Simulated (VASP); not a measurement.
# Sn8Te7Se (Fm-3m) in VASP: notebook

Runs on Sn8Te7Se. Level: PBEsol. Tasks: relaxation of cell and atoms.

Everything below comes from runs of VASP 6.6.1. Logs are shortened: lines on timing, memory, paths and dates and some standing lists are left out, and cuts for length are marked.

## 1. Starting point

It takes space group Fm-3m (No. 225, cubic). The conventional cell has a = 12.533 Å, b = 12.533 Å, c = 12.533 Å, α = 90.00°, β = 90.00°, γ = 90.00°. Sn (site symmetry -43m) is surrounded by 6 Te at 3.13 Å. Around Sn (site symmetry 4mm) lie 1 Se at 3.13 Å and 5 Te at 3.13 Å. Around Se (site symmetry m-3m) lie 6 Sn at 3.13 Å. Te (site symmetry mmm) is surrounded by 6 Sn at 3.13 Å. Te (site symmetry m-3m) has 6 Sn at 3.13 Å as nearest neighbours.

The cell was built by a generator and needn't be a form met in nature.

## 2. Relaxation of cell and atoms, PBEsol

The input, INCAR:

```
  PREC = Accurate
  ENCUT = 600
  EDIFF = 1E-6
  ISMEAR = 0
  SIGMA = 0.03
  LREAL = False
  LASPH = True
  NELM = 80
  ALGO = Normal
  ISIF = 3
  LWAVE = False
  LCHARG = False
  GGA = PS
  IBRION = 2
  NSW = 90
  EDIFFG = -0.01
  KPAR = 4
```

The input, KPOINTS:

```
regular mesh
0
Gamma
  6 6 6
```

The input, POSCAR:

```
Sn8Te7Se
1.0
   -6.2664875000      6.2664875000      0.0000000000
   -6.2664875000      0.0000000000      6.2664875000
    0.0000000000      6.2664875000      6.2664875000
Sn Se Te
8 1 7
Direct
    0.0000000000      0.0000000000      0.0000000000
    0.5000000000      0.0000000000      0.0000000000
    0.0000000000      0.5000000000      0.0000000000
    0.0000000000      0.0000000000      0.5000000000
    0.5000000000      0.5000000000      0.0000000000
    0.5000000000      0.0000000000      0.5000000000
    0.0000000000      0.5000000000      0.5000000000
    0.5000000000      0.5000000000      0.5000000000
    0.7500000000      0.7500000000      0.7500000000
    0.2500000000      0.7500000000      0.7500000000
    0.7500000000      0.2500000000      0.7500000000
    0.7500000000      0.7500000000      0.2500000000
    0.2500000000      0.2500000000      0.7500000000
    0.2500000000      0.7500000000      0.2500000000
    0.7500000000      0.2500000000      0.2500000000
    0.2500000000      0.2500000000      0.2500000000
```

Potentials or basis: VASP PAW PBE potentials, release 64 (Sn_d, Se, Te).

On the command line:

```console
$ cat potpaw_PBE.64/Sn_d/POTCAR potpaw_PBE.64/Se/POTCAR potpaw_PBE.64/Te/POTCAR > POTCAR
$ mpirun -np 4 vasp_std > vasp.out
```

OUTCAR:

```text
PREC = Accurate
   ENCUT = 600
   EDIFF = 1E-6
   ISMEAR = 0
   LREAL = False
   LASPH = True
   NELM = 80
   ISIF = 3
   GGA = PS
   IBRION = 2
   NSW = 90
   EDIFFG = -0.01

 ion  position               nearest neighbor table
   1  0.000  0.000  0.000-  10 3.13  11 3.13  12 3.13  13 3.13  14 3.13  15 3.13
   2  0.500  0.000  0.000-   9 3.13  11 3.13  12 3.13  13 3.13  14 3.13  16 3.13
   3  0.000  0.500  0.000-   9 3.13  10 3.13  12 3.13  13 3.13  15 3.13  16 3.13
   4  0.000  0.000  0.500-   9 3.13  10 3.13  11 3.13  14 3.13  15 3.13  16 3.13
   5  0.500  0.500  0.000-   9 3.13  10 3.13  11 3.13  14 3.13  15 3.13  16 3.13
   6  0.500  0.000  0.500-   9 3.13  10 3.13  12 3.13  13 3.13  15 3.13  16 3.13
[... 8 lines left out ...]
  15  0.750  0.250  0.250-   1 3.13   3 3.13   4 3.13   5 3.13   6 3.13   8 3.13
  16  0.250  0.250  0.250-   2 3.13   3 3.13   4 3.13   5 3.13   6 3.13   7 3.13

  LATTYP: Found a face centered cubic cell.
 ALAT       =    12.5329750000

  Lattice vectors:

 A1 = (  -6.2664875000,   6.2664875000,   0.0000000000)
 A2 = (  -6.2664875000,   0.0000000000,   6.2664875000)
 A3 = (   0.0000000000,   6.2664875000,   6.2664875000)

Analysis of symmetry for initial positions (statically):
=====================================================================
 Subroutine PRICEL returns:
 Original cell was already a primitive cell.

 Routine SETGRP: Setting up the symmetry group for a
 face centered cubic supercell.

 Subroutine GETGRP returns: Found 48 space group operations
 (whereof 24 operations were pure point group operations)
 out of a pool of 48 trial point group operations.

The static configuration has the point symmetry T_d .
 The point group associated with its full space group is O_h .

Analysis of symmetry for dynamics (positions and initial velocities):
=====================================================================
 Subroutine PRICEL returns:
 Original cell was already a primitive cell.

 Routine SETGRP: Setting up the symmetry group for a
 face centered cubic supercell.

 Subroutine GETGRP returns: Found 48 space group operations
 (whereof 24 operations were pure point group operations)
 out of a pool of 48 trial point group operations.

The dynamic configuration has the point symmetry T_d .
 The point group associated with its full space group is O_h .

 Subroutine INISYM returns: Found 48 space group operations
 (whereof 24 operations are pure point group operations),
 and found     1 'primitive' translations

----------------------------------------------------------------------------------------

                                     Primitive cell

  volume of cell :     492.1557

  direct lattice vectors                    reciprocal lattice vectors
    -6.266487500  6.266487500  0.000000000    -0.079789515  0.079789515 -0.079789515
    -6.266487500  0.000000000  6.266487500    -0.079789515 -0.079789515  0.079789515
     0.000000000  6.266487500  6.266487500     0.079789515  0.079789515  0.079789515

  length of vectors
     8.862151611  8.862151611  8.862151611     0.138199494  0.138199494  0.138199494

  position of ions in fractional coordinates (direct lattice)
     0.000000000  0.000000000  0.000000000
     0.500000000  0.000000000  0.000000000
     0.000000000  0.500000000  0.000000000
     0.000000000  0.000000000  0.500000000
     0.500000000  0.500000000  0.000000000
     0.500000000  0.000000000  0.500000000
[... 8 lines left out ...]
     0.750000000  0.250000000  0.250000000
     0.250000000  0.250000000  0.250000000

  ion indices of the primitive-cell ions
   primitive index   ion index
                 1           1
                 2           2
                 3           3
                 4           4
                 5           5
                 6           6
[... 8 lines left out ...]
                15          15
                16          16

----------------------------------------------------------------------------------------

 KPOINTS: regular mesh

Automatic generation of k-mesh.
 Grid dimensions read from file:
 generate k-points for:    6    6    6

 Generating k-lattice:

  Cartesian coordinates                     Fractional coordinates (reciprocal lattice)
    -0.013298253  0.013298253 -0.013298253     0.166666667  0.000000000  0.000000000
    -0.013298253 -0.013298253  0.013298253     0.000000000  0.166666667  0.000000000
     0.013298253  0.013298253  0.013298253     0.000000000  0.000000000  0.166666667

  Length of vectors
     0.023033249  0.023033249  0.023033249

  Shift w.r.t. Gamma in fractional coordinates (k-lattice)
     0.000000000  0.000000000  0.000000000

 Subroutine IBZKPT returns following result:
 ===========================================

 Found     16 irreducible k-points:

 Following reciprocal coordinates:
            Coordinates               Weight
  0.000000  0.000000  0.000000      1.000000
  0.166667  0.000000  0.000000      8.000000
[... 62 lines left out ...]
   NGX = 35   NGY = 35   NGZ = 35

--------------------------------------- Ionic step        1  -------------------------------------------

 number of electron     159.9999977 magnetization

 Free energy of the ion-electron system (eV)
  ---------------------------------------------------
  ext. energy  EPLUGINS =         0.00000000
  ---------------------------------------------------
  free energy    TOTEN  =       -67.14074426 eV

  energy without entropy =      -67.14063870  energy(sigma->0) =      -67.14069148

------------------------ aborting loop because EDIFF is reached ----------------------------------------

  FORCE on cell =-STRESS in cart. coord.  units (eV):
  Direction    XX          YY          ZZ          XY          YZ          ZX
  --------------------------------------------------------------------------------------
  -------------------------------------------------------------------------------------
  Total       -0.9408902     -0.9408902     -0.9408902      0.0000000      0.0000000     -0.0000000
  in kB       -3.0630001     -3.0630001     -3.0630001      0.0000000      0.0000000     -0.0000000
  external PRESSURE =      -3.0630001 kB  Pullay stress =       0.0000000 kB

 VOLUME and BASIS-vectors are now :
 -----------------------------------------------------------------------------
  energy-cutoff  :      600.00
  volume of cell :      492.16
      direct lattice vectors                 reciprocal lattice vectors
    -6.266487500  6.266487500  0.000000000    -0.079789515  0.079789515 -0.079789515
    -6.266487500  0.000000000  6.266487500    -0.079789515 -0.079789515  0.079789515
     0.000000000  6.266487500  6.266487500     0.079789515  0.079789515  0.079789515
[... 258 lines left out ...]
     -9.36969      6.32228      9.36969         0.000000     -0.009689      0.000000
[... 8 lines left out ...]
     -6.24646      6.24646      3.12323         0.000000     -0.000000      0.000000
     -3.12323      3.12323      3.12323         0.000000     -0.000000      0.000000
 -----------------------------------------------------------------------------------
    total drift:                               -0.000000      0.000000      0.000000

  FREE ENERGIE OF THE ION-ELECTRON SYSTEM (eV)
  ---------------------------------------------------
  free  energy   TOTEN  =       -67.2351303876 eV

  energy  without entropy=      -67.2350383464  energy(sigma->0) =      -67.23508437

--------------------------------------- Ionic step        7  -------------------------------------------

 number of electron     159.9999985 magnetization

 Free energy of the ion-electron system (eV)
  ---------------------------------------------------
  ext. energy  EPLUGINS =         0.00000000
  ---------------------------------------------------
  free energy    TOTEN  =       -67.23531749 eV

  energy without entropy =      -67.23521960  energy(sigma->0) =      -67.23526854

 E-fermi :   6.8399     XC(G=0):  -9.7079

 val. band max:        6.8016285835   @ k =   0.0000   0.0000   0.0000
 cond. band min:       6.8845276448   @ k =   0.1667   0.1667   0.0000
 fundamental gap:      0.0828990613
 Fermi energy:         6.8399107188

 k-point     1 :       0.0000    0.0000    0.0000
  band No.  band energies     occupation
      1     -15.0127      2.00000
      2     -15.0109      2.00000
      3     -15.0109      2.00000
      4     -15.0016      2.00000
      5     -15.0016      2.00000
      6     -15.0016      2.00000
[... 1509 lines left out ...]
     91       9.4136      0.00000
     92       9.6661      0.00000
 [bands above 92 left out]

------------------------ aborting loop because EDIFF is reached ----------------------------------------

  FORCE on cell =-STRESS in cart. coord.  units (eV):
  Direction    XX          YY          ZZ          XY          YZ          ZX
  --------------------------------------------------------------------------------------
  -------------------------------------------------------------------------------------
  Total        0.0405004      0.0405004      0.0405004     -0.0000000      0.0000000     -0.0000000
  in kB        0.1329887      0.1329887      0.1329887     -0.0000000      0.0000000     -0.0000000
  external PRESSURE =       0.1329887 kB  Pullay stress =       0.0000000 kB

 VOLUME and BASIS-vectors are now :
 -----------------------------------------------------------------------------
  energy-cutoff  :      600.00
  volume of cell :      487.93
      direct lattice vectors                 reciprocal lattice vectors
    -6.248490206  6.248490206  0.000000000    -0.080019330  0.080019330 -0.080019330
    -6.248490206  0.000000000  6.248490206    -0.080019330 -0.080019330  0.080019330
     0.000000000  6.248490206  6.248490206     0.080019330  0.080019330  0.080019330
[... 4 lines left out ...]
     -9.37274      9.37274     12.42306        -0.000000      0.000000      0.000354
     -9.37274     12.42306      9.37274        -0.000000      0.000354      0.000000
    -12.42306      9.37274      9.37274        -0.000354      0.000000      0.000000
     -6.32241      9.37274      9.37274         0.000354      0.000000      0.000000
     -9.37274      6.32241      9.37274        -0.000000     -0.000354      0.000000
[... 8 lines left out ...]
     -6.24849      6.24849      3.12425        -0.000000      0.000000      0.000000
     -3.12425      3.12425      3.12425        -0.000000      0.000000      0.000000
 -----------------------------------------------------------------------------------
    total drift:                                0.000000     -0.000000     -0.000000

  FREE ENERGIE OF THE ION-ELECTRON SYSTEM (eV)
  ---------------------------------------------------
  free  energy   TOTEN  =       -67.2353174919 eV

  energy  without entropy=      -67.2352195951  energy(sigma->0) =      -67.23526854

 reached required accuracy - stopping structural energy minimisation
```

Run time: 20 min. Hardware: 4 MPI ranks of Intel Xeon 6975P-C (Granite Rapids), shared host; peak memory 1.3 GiB.

What came out:

```
Free energy                            : -67.2353 eV
Relaxed volume                         : 30.50 Å³/atom
Relaxed cell                           : a = 8.837 Å, b = 8.837 Å, c = 8.837 Å, α = 60.00°, β = 60.00°, γ = 60.00°
Space group after relaxing (to 0.05 Å) : Fm-3m (No. 225)
Energy gained by relaxing              : 5.9 meV/atom
Ionic steps                            : 7
Pressure after relaxing                : 0.0 GPa
Band gap on the k mesh                 : 0.08 eV, indirect (least direct gap 0.12 eV)
```

The path:
```tsv
step	energy change (eV)	largest force (eV/Å)	pressure (GPa)	volume (Å³)
1	0.0000	0.4055	-0.31	492.16
2	-0.0450	0.3049	0.06	487.98
3	-0.0707	0.1354	0.70	481.35
4	-0.0936	0.0134	0.18	486.38
5	-0.0944	0.0143	0.05	487.58
6	-0.0944	0.0097	0.07	487.45
7	-0.0946	0.0004	0.01	487.93
```

Final structure:
```
CELL_PARAMETERS angstrom
-6.24849 6.24849 0.00000
-6.24849 0.00000 6.24849
0.00000 6.24849 6.24849
ATOMIC_POSITIONS crystal
Sn 0.00000 0.00000 0.00000
Sn 0.50592 0.99408 0.99408
Sn 0.99408 0.50592 0.99408
Sn 0.99408 0.99408 0.50592
Sn 0.50592 0.50592 0.99408
Sn 0.50592 0.99408 0.50592
Sn 0.99408 0.50592 0.50592
Sn 0.50000 0.50000 0.50000
Se 0.75000 0.75000 0.75000
Te 0.25000 0.75000 0.75000
Te 0.75000 0.25000 0.75000
Te 0.75000 0.75000 0.25000
Te 0.25000 0.25000 0.75000
Te 0.25000 0.75000 0.25000
Te 0.75000 0.25000 0.25000
Te 0.25000 0.25000 0.25000
```

Levels at points of the mesh, in eV from the valence-band top:
| k point | band 78 | band 79 | band 80 | band 81 | band 82 | band 83 |
| --- | --- | --- | --- | --- | --- | --- |
| (0.00, 0.00, 0.00) | 0.00 | 0.00 | 0.00 | 0.12 | 0.12 | 0.12 |
| (0.50, 0.00, 0.00) | -1.97 | -1.07 | -0.95 | 1.59 | 1.59 | 1.61 |
| (0.50, 0.50, 0.00) | -0.99 | -0.93 | -0.77 | 0.67 | 0.88 | 0.88 |

Caveat: the PAW data sets were made with another functional, which shifts forces and pressure a little; spin-orbit coupling is left out, which moves the levels of the heavy elements. A k mesh can miss the band edges.

## 3. Relaxation of cell and atoms, PBEsol

This run uses another cell than the first one, of 30.50 Å³/atom, 0.991 times its volume.

Changes to INCAR since step 2:

```diff
@@ -2,3 +2,3 @@
   ENCUT = 600
-  EDIFF = 1E-6
+  EDIFF = 1E-7
   ISMEAR = 0
@@ -15,3 +15,3 @@
   NSW = 90
-  EDIFFG = -0.01
+  EDIFFG = -0.005
   KPAR = 4
```

KPOINTS is that of step 2.

The input, POSCAR:

```
Sn8Te7Se                                
1.0
   -6.2484902058      6.2484902058      0.0000000000
   -6.2484902058      0.0000000000      6.2484902058
    0.0000000000      6.2484902058      6.2484902058
  Sn              Se              Te            
     8     1     7
Direct
     0.0000000000000000    0.0000000000000000    0.0000000000000000
     0.5059151230703860    0.9940848769296140    0.9940848769296140
     0.9940848769296140    0.5059151230703860    0.9940848769296140
     0.9940848769296140    0.9940848769296140    0.5059151230703860
     0.5059151230703860    0.5059151230703860    0.9940848769296140
     0.5059151230703860    0.9940848769296140    0.5059151230703860
     0.9940848769296140    0.5059151230703860    0.5059151230703860
     0.5000000000000000    0.5000000000000000    0.5000000000000000
     0.7500000000000000    0.7500000000000000    0.7500000000000000
     0.2500000000000000    0.7500000000000000    0.7500000000000000
     0.7500000000000000    0.2500000000000000    0.7500000000000000
     0.7500000000000000    0.7500000000000000    0.2500000000000000
     0.2500000000000000    0.2500000000000000    0.7500000000000000
     0.2500000000000000    0.7500000000000000    0.2500000000000000
     0.7500000000000000    0.2500000000000000    0.2500000000000000
     0.2500000000000000    0.2500000000000000    0.2500000000000000
```

Potentials or basis: VASP PAW PBE potentials, release 64 (Sn_d, Se, Te).

On the command line:

```console
$ cat potpaw_PBE.64/Sn_d/POTCAR potpaw_PBE.64/Se/POTCAR potpaw_PBE.64/Te/POTCAR > POTCAR
$ mpirun -np 4 vasp_std > vasp.out
```

Wall time 4.6 min (4 MPI ranks of Intel Xeon 6975P-C (Granite Rapids), shared host); peak memory 1.2 GiB.

It converged, with:

* Free energy: -67.2350 eV
* Pressure after relaxing: 0.0 GPa
* Band gap on the k mesh: 0.08 eV, indirect (least direct gap 0.12 eV)

Final structure:
```yaml
crystal:
  lattice:
    - [-6.24849, 6.24849, 0.00000]
    - [-6.24849, 0.00000, 6.24849]
    - [0.00000, 6.24849, 6.24849]
  atoms:
    - { symbol: Sn, position: [0.00000, 0.00000, 0.00000] }
    - { symbol: Sn, position: [0.50592, 0.99408, 0.99408] }
    - { symbol: Sn, position: [0.99408, 0.50592, 0.99408] }
    - { symbol: Sn, position: [0.99408, 0.99408, 0.50592] }
    - { symbol: Sn, position: [0.50592, 0.50592, 0.99408] }
    - { symbol: Sn, position: [0.50592, 0.99408, 0.50592] }
    - { symbol: Sn, position: [0.99408, 0.50592, 0.50592] }
    - { symbol: Sn, position: [0.50000, 0.50000, 0.50000] }
    - { symbol: Se, position: [0.75000, 0.75000, 0.75000] }
    - { symbol: Te, position: [0.25000, 0.75000, 0.75000] }
    - { symbol: Te, position: [0.75000, 0.25000, 0.75000] }
    - { symbol: Te, position: [0.75000, 0.75000, 0.25000] }
    - { symbol: Te, position: [0.25000, 0.25000, 0.75000] }
    - { symbol: Te, position: [0.25000, 0.75000, 0.25000] }
    - { symbol: Te, position: [0.75000, 0.25000, 0.25000] }
    - { symbol: Te, position: [0.25000, 0.25000, 0.25000] }
```

Levels at points of the mesh, in eV from the valence-band top:
```tsv
k point	band 76	band 77	band 78	band 79	band 80	band 81	band 82	band 83	band 84	band 85
(0.00, 0.00, 0.00)	-1.82	-0.39	0.00	0.00	0.00	0.12	0.12	0.12	0.18	0.35
(0.50, 0.00, 0.00)	-2.18	-1.97	-1.97	-1.07	-0.95	1.59	1.59	1.61	1.61	1.64
(0.50, 0.50, 0.00)	-1.05	-1.00	-0.99	-0.93	-0.77	0.67	0.88	0.88	0.88	0.95
```

Caveat: the relaxation stopped at its first step, so nothing moved; the PAW data sets were made with another functional, which shifts forces and pressure a little; spin-orbit coupling is left out, which moves the levels of the heavy elements. A k mesh can miss the band edges.
